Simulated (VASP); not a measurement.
OSZICAR of a VASP run on Cd (hcp):

### OSZICAR
```
       N       E                     dE             d eps       ncg     rms          rms(c)
DAV:   1     0.163764558112E+03    0.16376E+03   -0.13128E+04  3072   0.147E+03
DAV:   2     0.269844316583E+01   -0.16107E+03   -0.15711E+03  3160   0.366E+02
DAV:   3    -0.875343825085E+00   -0.35738E+01   -0.35696E+01  3824   0.646E+01
DAV:   4    -0.879719390973E+00   -0.43756E-02   -0.43755E-02  3496   0.204E+00
DAV:   5    -0.879733276721E+00   -0.13886E-04   -0.13886E-04  3848   0.103E-01    0.360E+00
DAV:   6    -0.830297109334E+00    0.49436E-01   -0.18876E-01  3240   0.534E+00    0.293E+00
DAV:   7    -0.834115098284E+00   -0.38180E-02   -0.26138E-02  3552   0.165E+00    0.136E+00
DAV:   8    -0.836285485768E+00   -0.21704E-02   -0.40652E-03  3328   0.828E-01    0.910E-02
DAV:   9    -0.836407278356E+00   -0.12179E-03   -0.74605E-05  3936   0.904E-02    0.392E-02
DAV:  10    -0.836444300540E+00   -0.37022E-04   -0.42757E-05  3304   0.741E-02    0.405E-03
DAV:  11    -0.836444232626E+00    0.67915E-07   -0.62829E-08  3176   0.259E-03
   1 F= -.83644423E+00 E0= -.83644506E+00  d E =-.836444E+00
       N       E                     dE             d eps       ncg     rms          rms(c)
DAV:   1    -0.836593060029E+00   -0.14876E-03   -0.60578E-03  3304   0.713E-01    0.552E-02
DAV:   2    -0.836505968655E+00    0.87091E-04   -0.50157E-05  3296   0.977E-02    0.322E-02
DAV:   3    -0.836462694412E+00    0.43274E-04   -0.78937E-05  3336   0.860E-02    0.966E-03
DAV:   4    -0.836463315731E+00   -0.62132E-06   -0.60845E-06  3328   0.336E-02    0.926E-03
DAV:   5    -0.836463281892E+00    0.33839E-07   -0.36812E-08  2128   0.275E-03
   2 F= -.83646328E+00 E0= -.83648069E+00  d E =-.190493E-04
```

Which electronic solver shows in the log?

It is blocked Davidson (ALGO = Normal, or the opening steps of other solvers). The INCAR had ALGO = Normal.

Can the final energy be trusted as converged?

The calculation finished and met its thresholds. It stopped with EDIFF = 1E-7, NELM = 100, NSW = 30 and EDIFFG = -0.01 after 2 ionic steps (revPBE GGA, plane waves, VASP's PBE PAW potentials (set 64)).

The compound is Cd in the hcp structure. This run relaxes it. Symmetry was kept, so distortions that lower it aren't found.
